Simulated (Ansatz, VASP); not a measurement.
**Sn: VASP beside Ansatz**

Aim: how closely do two programs agree when they are given the same cell, functional and k mesh? The cell is taken from a series of runs on this material, whose earlier steps may have relaxed, scaled, displaced or heated it; both programs get it as it stands.

Main program and level: Ansatz 0.2.0; plane waves, with VASP 6.6.1 beside it; zone-centre phonons at PBEsol.

### 1. Set-up

Symmetry: I4_1/amd, No. 141, tetragonal system. The conventional cell has a = 4.671 Å, b = 4.671 Å, c = 6.473 Å, α = 90.00°, β = 90.00°, γ = 90.00°. Nearest to Sn lie 4 Sn at 2.84 Å.

### 2. VASP: zone-centre phonons, PBEsol

Second derivatives magnify differences that forces hide, and they need a tight electronic threshold.

Lines of VASP's logs that name or quote its potential files are left out, and so is its time.

INCAR

```
SYSTEM = Sn
PREC = Accurate
ENCUT = 500
EDIFF = 1E-08
NELM = 120
ISMEAR = 1
SIGMA = 0.2
LREAL = .FALSE.
ALGO = Normal
GGA = PS
NBANDS = 20
LORBIT = 11
LWAVE = .FALSE.
LCHARG = .FALSE.
ISIF = 2
IBRION = 8
LASPH = .TRUE.
GGA_COMPAT = .FALSE.
KPAR = 2
```

POSCAR

```
Sn
1.0
    0.0000000000      3.3029901750      3.2366089378
    3.3029901750      0.0000000000      3.2366089378
    3.3029901750      3.3029901750      0.0000000000
Sn
2
Direct
    0.5000000000      0.5000000000      0.5000000000
    0.7500000000      0.7500000000      0.7500000000
```

KPOINTS

```
Automatic mesh
0
Gamma
12 12 12
0 0 0
```

The projector-augmented-wave data sets are Sn_d (PBE family, release 64).

Run with:

```
> mpirun -np 2 vasp_std
```

Numbers of over 12 decimals in the logs are rounded to 6 here.

The log of the run:

```text
[banner, memory and clock lines left out]
running    2 mpi-ranks, on    1 nodes
 distrk:  each k-point on    1 cores,    2 groups
 distr:  one band on    1 cores,    1 groups

 POSCAR found type information on POSCAR Sn
 POSCAR found :  1 types and       2 ions
|                                                                             |
|               ----> ADVICE to this user running VASP <----                  |
|                                                                             |
|     You enforced a specific xc type in the INCAR file but a different       |
|     [... a line on the potential file left out ...]
|     I HOPE YOU KNOW WHAT YOU ARE DOING!                                     |
|                                                                             |

 LDA part: xc-table for (Slater+PW92), standard interpolation
 POSCAR, INCAR and KPOINTS ok, starting setup
 FFT: planning ... GRIDC
 FFT: planning ... GRID_SOFT
 FFT: planning ... GRID
 WAVECAR not read
 entering main loop
       N       E                     dE             d eps       ncg     rms          rms(c)
DAV:   1     0.220744925504E+03    0.22074E+03   -0.14726E+04  6588   0.196E+03
DAV:   2     0.147708970983E+02   -0.20597E+03   -0.20225E+03  6536   0.438E+02
DAV:   3    -0.781978964577E+01   -0.22591E+02   -0.22451E+02  7492   0.142E+02
DAV:   4    -0.853329236164E+01   -0.71350E+00   -0.71307E+00  7396   0.284E+01
DAV:   5    -0.855842966664E+01   -0.25137E-01   -0.25137E-01  9088   0.520E+00    0.312E+00
DAV:   6    -0.849288484188E+01    0.65545E-01   -0.42612E-02  8812   0.278E+00    0.176E+00
DAV:   7    -0.846148611920E+01    0.31399E-01   -0.50848E-02  7456   0.257E+00    0.164E-01
DAV:   8    -0.846238374693E+01   -0.89763E-03   -0.68365E-03  7076   0.100E+00    0.537E-02
DAV:   9    -0.846265706900E+01   -0.27332E-03   -0.36806E-04  7760   0.136E-01    0.102E-02
DAV:  10    -0.846266382375E+01   -0.67547E-05   -0.17901E-05  8260   0.415E-02    0.541E-03
DAV:  11    -0.846266552389E+01   -0.17001E-05   -0.30478E-06  7684   0.104E-02    0.468E-04
DAV:  12    -0.846266547370E+01    0.50192E-07   -0.97948E-08  6972   0.273E-03    0.324E-04
DAV:  13    -0.846266545323E+01    0.20472E-07   -0.12873E-08  5772   0.102E-03    0.162E-04
DAV:  14    -0.846266545346E+01   -0.23283E-09   -0.23193E-09  4132   0.713E-04
   1 F= -.84626655E+01 E0= -.84625326E+01  d E =-.398664E-03
 Linear response reoptimize wavefunctions to high precision
DAV:   1    -0.846266545593E+01   -0.24716E-08   -0.64063E-10  4280   0.318E-04
DAV:   2    -0.846266545597E+01   -0.35470E-10   -0.28307E-10  3800   0.203E-04
 Linear response DOF=           2
 Linear response progress:
  Degree of freedom:   1/  2
       N       E                     dE             d eps       ncg     rms          rms(c)
RMM:   1    -0.214317335334E+00   -0.21432E+00    0.53485E-01 23893   0.993E+00
RMM:   2    -0.220975177956E+00   -0.66578E-02   -0.19715E-02 33377   0.116E+00    0.689E-02
RMM:   3    -0.221137422102E+00   -0.16224E-03   -0.16068E-03 35188   0.322E-01    0.319E-02
RMM:   4    -0.221041609203E+00    0.95813E-04   -0.11468E-04 34945   0.969E-02    0.113E-02
RMM:   5    -0.221029209115E+00    0.12400E-04   -0.18550E-05 35627   0.327E-02    0.384E-03
RMM:   6    -0.221028493594E+00    0.71552E-06   -0.14734E-06 35400   0.954E-03    0.186E-03
RMM:   7    -0.221026323177E+00    0.21704E-05   -0.94718E-07 35147   0.347E-03    0.282E-04
RMM:   8    -0.221023982579E+00    0.23406E-05   -0.28023E-07 36465   0.125E-03    0.222E-04
RMM:   9    -0.221021997885E+00    0.19847E-05   -0.48706E-08 35696   0.532E-04    0.545E-05
RMM:  10    -0.221022479240E+00   -0.48135E-06   -0.68275E-08 37878   0.231E-04    0.318E-05
RMM:  11    -0.221022444466E+00    0.34774E-07   -0.47528E-08 36489   0.126E-04    0.615E-06
RMM:  12    -0.221022421381E+00    0.23085E-07    0.15252E-08 39295   0.753E-05    0.572E-06
RMM:  13    -0.221022407209E+00    0.14172E-07    0.57788E-09 38684   0.531E-05    0.311E-06
RMM:  14    -0.221022389297E+00    0.17912E-07    0.22067E-08 41896   0.429E-05    0.147E-06
RMM:  15    -0.221022372931E+00    0.16366E-07    0.12837E-08 40242   0.379E-05    0.286E-07
RMM:  16    -0.221022370706E+00    0.22250E-08    0.10115E-08 31877   0.351E-05    0.276E-07
 first order change of Fermi-energy   0.12653E-04
 force on displaced ion       1 direction 1 :  -6.889   0.000   0.000
 Linear response progress:
  Degree of freedom:   2/  2
       N       E                     dE             d eps       ncg     rms          rms(c)
RMM:   1    -0.214145784978E+00   -0.21415E+00    0.55495E-01 14038   0.100E+01
RMM:   2    -0.220784256549E+00   -0.66385E-02   -0.19652E-02 19623   0.116E+00    0.681E-02
RMM:   3    -0.220944276403E+00   -0.16002E-03   -0.16161E-03 20681   0.321E-01    0.314E-02
RMM:   4    -0.220844409169E+00    0.99867E-04   -0.11261E-04 20525   0.967E-02    0.114E-02
RMM:   5    -0.220830146200E+00    0.14263E-04   -0.16116E-05 20943   0.328E-02    0.387E-03
RMM:   6    -0.220829991967E+00    0.15423E-06   -0.12070E-06 20801   0.949E-03    0.191E-03
RMM:   7    -0.220827938254E+00    0.20537E-05   -0.49838E-08 20628   0.342E-03    0.303E-04
RMM:   8    -0.220825742255E+00    0.21960E-05    0.90824E-08 21389   0.122E-03    0.242E-04
RMM:   9    -0.220823726656E+00    0.20156E-05    0.10264E-07 20916   0.520E-04    0.597E-05
RMM:  10    -0.220824173707E+00   -0.44705E-06    0.12983E-07 22118   0.219E-04    0.306E-05
RMM:  11    -0.220824189516E+00   -0.15809E-07    0.16981E-08 21375   0.119E-04    0.492E-06
RMM:  12    -0.220824181511E+00    0.80053E-08    0.18395E-08 22946   0.715E-05    0.500E-06
 first order change of Fermi-energy   0.29623E-03
 force on displaced ion       1 direction 3 :   0.000   0.000  -6.824
 Linear response finished
```

From OUTCAR (step 2):

```text
ion  position               nearest neighbor table
   1  0.500  0.500  0.500-   2 2.84   2 2.84   2 2.84   2 2.84
   2  0.750  0.750  0.750-   1 2.84   1 2.84   1 2.84   1 2.84

  LATTYP: Found a body centered tetragonal cell.
 ALAT       =     4.6711335019
 C/A-ratio  =     1.3857916656

 Subroutine GETGRP returns: Found 16 space group operations
 (whereof  8 operations were pure point group operations)

The static configuration has the point symmetry D_2d.
 The point group associated with its full space group is D_4h.

 Found    163 irreducible k-points:

   k-points           NKPTS =    163   k-points in BZ     NKDIM =    163   number of bands    NBANDS=     20

   dimension x,y,z NGX =    36 NGY =   36 NGZ =   36
   dimension x,y,z NGXF=    72 NGYF=   72 NGZF=   72

   ENCUT  =  500.0 eV  36.75 Ry    6.06 a.u.   8.43  8.43  8.52*2*pi/ulx,y,z

   NELECT =      28.0000    total number of electrons

 k-points in reciprocal lattice and weights: Automatic mesh
   0.00000000  0.00000000  0.00000000       0.001
   0.08333333 -0.00000000  0.00000000       0.005
   0.16666667  0.00000000  0.00000000       0.005
   0.25000000 -0.00000000  0.00000000       0.005
   0.33333333  0.00000000  0.00000000       0.005
   0.41666667  0.00000000  0.00000000       0.005
   0.50000000 -0.00000000  0.00000000       0.002
   0.08333333  0.08333333  0.00000000       0.001
   0.16666667  0.08333333  0.00000000       0.005
[...]
-0.33333333  0.16666667  0.50000000       0.002
  -0.25000000  0.25000000  0.50000000       0.001

 average (electrostatic) potential at core
       1-101.6230       2-101.6230

  Total       -0.2873285     -0.2873285     -0.0285558      0.0000000      0.0000000     -0.0000000
  in kB       -6.5186033     -6.5186033     -0.6478441      0.0000000      0.0000000     -0.0000000
  external PRESSURE =      -4.5616836 kB  Pullay stress =       0.0000000 kB

  energy-cutoff  :      500.00
  volume of cell :       70.62
      direct lattice vectors                 reciprocal lattice vectors
     0.000000000  3.302990175  3.236608938    -0.151377986  0.151377986  0.154482673
     3.302990175  0.000000000  3.236608938     0.151377986 -0.151377986  0.154482673
     3.302990175  3.302990175  0.000000000     0.151377986  0.151377986 -0.154482673

 POSITION                                       TOTAL-FORCE (eV/Angst)
 -----------------------------------------------------------------------------------
      3.30299      3.30299      3.23661         0.000000      0.000000     -0.000000
      4.95449      4.95449      4.85491        -0.000000     -0.000000      0.000000
 -----------------------------------------------------------------------------------
    total drift:                                0.000000      0.000000      0.000000

 Eigenvectors and eigenvalues of the dynamical matrix
 ----------------------------------------------------

   1 f  =    5.326051 THz    33.464566 2PiTHz  177.657943 cm-1    22.026768 meV
             X         Y         Z           dx          dy          dz
      3.302990  3.302990  3.236609    -0.707107    0.000000    0.000000
      4.954485  4.954485  4.854913     0.707107    0.000000    0.000000

   2 f  =    5.326051 THz    33.464566 2PiTHz  177.657943 cm-1    22.026768 meV
             X         Y         Z           dx          dy          dz
      3.302990  3.302990  3.236609     0.000000   -0.707107   -0.000000
      4.954485  4.954485  4.854913    -0.000000    0.707107   -0.000000

   3 f  =    5.300757 THz    33.305640 2PiTHz  176.814228 cm-1    21.922160 meV
             X         Y         Z           dx          dy          dz
      3.302990  3.302990  3.236609     0.000000    0.000000    0.707107
      4.954485  4.954485  4.854913     0.000000   -0.000000   -0.707107

   4 f  =    0.000000 THz     0.000001 2PiTHz    0.000003 cm-1     0.000000 meV
             X         Y         Z           dx          dy          dz
      3.302990  3.302990  3.236609    -0.013252   -0.503768    0.496026
      4.954485  4.954485  4.854913    -0.013252   -0.503768    0.496026

   5 f  =    0.000000 THz     0.000000 2PiTHz    0.000001 cm-1     0.000000 meV
             X         Y         Z           dx          dy          dz
      3.302990  3.302990  3.236609    -0.698527    0.085831    0.068508
      4.954485  4.954485  4.854913    -0.698527    0.085831    0.068508

   6 f/i=    0.000000 THz     0.000001 2PiTHz    0.000003 cm-1     0.000000 meV
             X         Y         Z           dx          dy          dz
      3.302990  3.302990  3.236609    -0.109017   -0.488723   -0.499264
      4.954485  4.954485  4.854913    -0.109017   -0.488723   -0.499264

 ELASTIC MODULI CONTR FROM IONIC RELAXATION (kBar)
 Direction    XX          YY          ZZ          XY          YZ          ZX
 --------------------------------------------------------------------------------
 XX           0.0000      0.0000      0.0000      0.0000      0.0000      0.0000
 YY           0.0000      0.0000      0.0000      0.0000      0.0000      0.0000
 ZZ           0.0000      0.0000      0.0000      0.0000      0.0000      0.0000
 XY           0.0000      0.0000      0.0000   -198.1947      0.0000      0.0000
 YZ           0.0000      0.0000      0.0000      0.0000   -205.2933      0.0000
 ZX           0.0000      0.0000      0.0000      0.0000      0.0000   -176.4169
 --------------------------------------------------------------------------------
```

### 3. Ansatz: zone-centre phonons, PBEsol

Ansatz runs on its PAW soft_1 files.

The same cell, functional, mesh and smearing now go to Ansatz, which takes its cutoff from its data sets.

input.yaml

```yaml
crystal:
  lattice:
    - [0.0, 3.302990175, 3.2366089378]
    - [3.302990175, 0.0, 3.2366089378]
    - [3.302990175, 3.302990175, 0.0]
  atoms:
    - { symbol: Sn, position: [0.5, 0.5, 0.5] }
    - { symbol: Sn, position: [0.75, 0.75, 0.75] }
kpoints:
  mp_grid: { grid: [12, 12, 12] }
hamiltonian:
  xc: pbesol
  pseudopotentials: { kind: paw, azcp: { folder: soft_1 }, xc_functional: pbe }
scf:
  occupations: { method: methfessel_paxton, width: 0.2 }
output:
  eigenvalues: true
phonons:
  method: dfpt
```

Run with:

```
> ansatz run input.yaml --threads 4 --pin off --max-ram 10240MiB --backend cpu --events-out ev --progress --plain --runs-dir out
```

The log of the run:

```text
zone centre: on kpoints.mp_grid the ground state, and the responses unless they are solved on pairs of k-points, stand on 280 of the mesh's 1728 k-points, reduced under 4 symmetry operations, with k and −k counted as one. Each operation leaves every solved displacement unchanged or reverses it
Engine: ansatz 0.2.0, x86_64-unknown-linux-gnu
Pseudopotentials: kind: paw
Pseudopotential: Sn, paw, valence charge 14, recommended cutoff 420 eV (normal), soft_1/Sn.paw.azcp
Functional definition: PBEsol
  exchange = pbesol_x
  correlation = pbesol_c
Crystal: 2 atoms, lattice volume = 70.621 Å³
Basis set: ecut = 420 eV, 1395 PW (Γ), exchange–correlation on 64×64×64 points (8 copies of the dense FFT grid, shifted against one another)
Bands: 18, of which v1, the nominal top of the filled ones, is band 14 counted from 1 (13 counted from 0)
Symmetry: 16 space group operations
k-points: 280 of 1728 (irreducible under 4 space group operations, time reversal used)
Non-local potential: Sn, projectors of the file, l = 0: 2, l = 1: 2, l = 2: 2, l = 3: 1
PAW form: soft (Blöchl's): semilocal exchange-correlation on the pseudo side does not see the compensation charge
PAW frozen core: Sn, regenerated for the run's functional, and the local potential with it (the file was generated under x = pbe(κ = 0.804, μ = 0.219515), c = pbe(β = 0.066725))
PAW one-centre angular grid: Sn, 590 points (default); XC on 64 Gauss nodes
Initial density: superposition of atomic densities (chi_scale 0.1, normalization cell)
Initial wavefunctions: pseudopotential atomic-orbital guess
Functional: x = pbesol(κ = 0.804, μ = 0.123457), c = pbesol(β = 0.046)
SCF iter   1: F=—  HF=-11899.711644 eV  |F-HF|=—  |Δ(HF+E_count)|=         —  Δρ=2.09e-2  dr2=3.26e-1  ethr=3.10e-3  ⟨swp⟩=5.6  Hψ=26456  notcnv=0
preconditioner: auto → Kerker (q_TF=auto, 2.338 Å⁻¹)  [metal: Δε(μ)=0.040 eV  Ē_g=19.827 eV  σ=0.200 eV  W_gap=0.17  n_scr=14 (ndim 8)  ℏωp=23.4 eV  f_vac=0.010  D(μ)=0.19/eV (n_scr^D=0)]
SCF iter   2: F=—  HF=-11899.671747 eV  |F-HF|=—  |Δ(HF+E_count)|=   3.99e-2  S|Δr|=    0.00e0  Δρ=1.36e-2  dr2=1.56e-1  ethr=1.16e-3  ⟨swp⟩=1.0  Hψ=7284  notcnv=0
SCF iter   3: F=—  HF=-11899.641684 eV  |F-HF|=—  |Δ(HF+E_count)|=   3.01e-2  S|Δr|=    0.00e0  Δρ=2.48e-3  dr2=1.26e-2  ethr=5.57e-4  ⟨swp⟩=1.0  Hψ=5040  notcnv=0
SCF iter   4: F=—  HF=-11899.642441 eV  |F-HF|=—  |Δ(HF+E_count)|=   7.57e-4  S|Δr|=    0.00e0  Δρ=1.34e-3  dr2=2.56e-3  ethr=4.49e-5  ⟨swp⟩=2.0  Hψ=6117  notcnv=0
SCF iter   5: F=—  HF=-11899.643596 eV  |F-HF|=—  |Δ(HF+E_count)|=   1.16e-3  S|Δr|=    0.00e0  Δρ=2.81e-4  dr2=7.20e-5  ethr=9.15e-6  ⟨swp⟩=2.0  Hψ=6175  notcnv=0
SCF iter   6: F=—  HF=-11899.643672 eV  |F-HF|=—  |Δ(HF+E_count)|=   7.55e-5  S|Δr|=    0.00e0  Δρ=5.31e-5  dr2=1.39e-6  ethr=2.57e-7  ⟨swp⟩=2.1  Hψ=6494  notcnv=0
SCF iter   7: F=—  HF=-11899.643678 eV  |F-HF|=—  |Δ(HF+E_count)|=   6.58e-6  S|Δr|=    0.00e0  Δρ=8.90e-6  dr2=3.78e-8  ethr=4.97e-9  ⟨swp⟩=2.0  Hψ=6176  notcnv=0
SCF iter   8: F=—  HF=-11899.643678 eV  |F-HF|=—  |Δ(HF+E_count)|=   1.45e-7  S|Δr|=    0.00e0  Δρ=1.37e-6  dr2=1.38e-9  ethr=1.35e-10  ⟨swp⟩=2.2  Hψ=6852  notcnv=0
SCF iter   9: F=—  HF=-11899.643678 eV  |F-HF|=—  |Δ(HF+E_count)|=   4.14e-9  S|Δr|=    0.00e0  Δρ=2.85e-7  dr2=4.60e-11  ethr=4.95e-12  ⟨swp⟩=2.8  Hψ=7853  notcnv=0
SCF iter  10: F=-11899.643678 eV  HF=-11899.643678 eV  |F-HF|=3.64e-12  |Δ(HF+E_count)|=  8.91e-11  S|Δr|=    0.00e0  Δρ=6.95e-8  dr2=3.03e-12  ethr=1.00e-12  ⟨swp⟩=6.6  Hψ=22818  notcnv=0
SCF 1 converged in 10 iterations: F = -11899.643678 eV  dr2 = 3.03e-12
  greatest PAW one-centre occupation: 0.991 electrons in one spin orbital (limit 2), on the Sn atom at site 1 (counted from 0), in its partial waves of l = 2
DFPT response loops at Γ: preconditioner auto → Kerker (q_TF=auto, 2.338 Å⁻¹) (partly filled bands, converged f_vac=0.089); β = 1.00, the filter's whole step (`scf.mixing.beta` (0.50) is not read by the response loops under this deck's `scf.mixing.preconditioner`; to damp them name `kerker` or `kerker_dos`, under which they read `scf.mixing.beta`, and type it under 1.00, their step now; both keys bind the ground state too); Broyden in place of MSR1
SCF converged after 10 iterations
Stability not checked: this state was not tested for a lower state beside it, because cold or Methfessel-Paxton smearing, or corrected tetrahedra, fill the levels in a way that the test cannot read (fill_not_monotonic; see scf.lower_state_search)
Free energy (F): -11899.643678 eV
Harris-Foulkes:  -11899.643678 eV  (|F-HF|=3.64e-12)
Internal energy: -11899.643282 eV  (E = F + TS)
E sigma→0 (E₀):  -11899.643579 eV
Entropy (-TS):   -0.000396 eV (-0.198 meV/atom)
Fermi energy:    7.289918 eV
--- Per-component energies (eV) ---
  E_band       = -259.650565
  E_kinetic    = 336.487471
  E_local      = -2662.445924  (includes V_loc(G=0)·N_el)
  E_nonlocal   = 293.764177
  E_hartree    = 1290.565486
  E_xc         = -248.788367
  E_vxc        = -160.071236  (∫ρ·V_xc dr)
  E_paw        = -8592.574272  (= ΣΔE_a)
  E_vpaw       = -648.516688  (= ΣTr[D̂ρ^β])
  E_aug_tail   = 0.000582  (compensation charges beyond the density's cutoff)
  E_ewald      = -2317.222114
  E_core_change = 0.569679  (= ΣΔE_core)
  E_smearing   = -0.000396  (= −TS)
  E_closure    = -0.000000  (closes the sum)
  Σ components = -11899.643678   (vs F -11899.643678, Δ=0.00e0)
--- Band table (eV; the first three rows and the last of 280) ---
  k-point 0: bands = [... 10 lower, -3.0983, 6.3900, 7.3586, 7.3586, 7.4874, 9.4057, 9.4871, 9.4871]
  k-point 1: bands = [... 10 lower, -3.0331, 5.6319, 7.2228, 7.3083, 7.7338, 9.5881, 9.6580, 9.7397]
  k-point 2: bands = [... 10 lower, -2.8403, 4.4506, 6.9292, 7.0272, 7.7512, 9.9799, 10.0186, 10.5453]
  k-point 279: bands = [... 10 lower, -0.0634, -0.0634, 4.8807, 4.8807, 8.0281, 8.0281, 14.8264, 14.8264]
--- Phonons (Γ-DFPT): 2 representative perturbations + reference, on 280 of 1728 k-points (Σ response iterations 6) ---
  k mesh reduced under 4 symmetry operations, with k and −k counted as one. Each operation leaves every solved displacement unchanged or reverses it
  ASR residual: 3.311e-5 → 0.000e0 eV/Å²; symmetrization residual: 2.749e-12 eV/Å²
  ASR residual per site (eV/Å²): 3.31e-5 3.31e-5
  Γ frequencies (cm⁻¹): 0.00 0.00 0.00 176.70 177.69 177.69
  non-analytic LO–TO correction: not included (Born effective charges unavailable; polar crystals: no LO–TO splitting at Γ)
```

The column dr2 measures how far the density is from self-consistency, as an energy; F and HF (Harris–Foulkes) agree once it is small.

### 4. Comparison

Known differences besides the potentials themselves: the cutoff is 420 eV in Ansatz and 500 eV in VASP; Ansatz makes its cores anew for this functional, VASP keeps those of its PBE data sets. Total energies have different zeros and are not compared.

The two programs side by side:

```csv
quantity,Ansatz,VASP,difference
optical mode 1 (cm⁻¹),176.7,176.8,-0.06 %
optical mode 2 to 3 (cm⁻¹),177.7,177.7,+0.02 %
```

Modes are paired by rising frequency, not by their patterns, so a pair may set unlike modes beside each other; they are those without the splitting of longitudinal modes.

### 5. Results

```
r.m.s. difference of the optical zone-centre modes, each program's sorted by frequency (zone-centre phonons, PBEsol) : 0.071 cm⁻¹
```

In words: The r.m.s. difference of the optical zone-centre modes, each program's sorted by frequency is 0.071 cm⁻¹ (zone-centre phonons, PBEsol). Such differences can come from data sets, numerical settings and the points named under the comparisons, not from the functional's error against experiment.

[Lines on the potential files, build, host, timing and source positions are cut from VASP's logs without a mark.]

[Logs are printed without paths, hosts, clocks, repeated set-up lines and the standing remarks that a program may print on its own settings, such as how far it seeks lower states.]

[Hosts, paths, dates, database ids (printed as entryN), source tags and the programs' standing remarks are cut or masked in the printed files.]
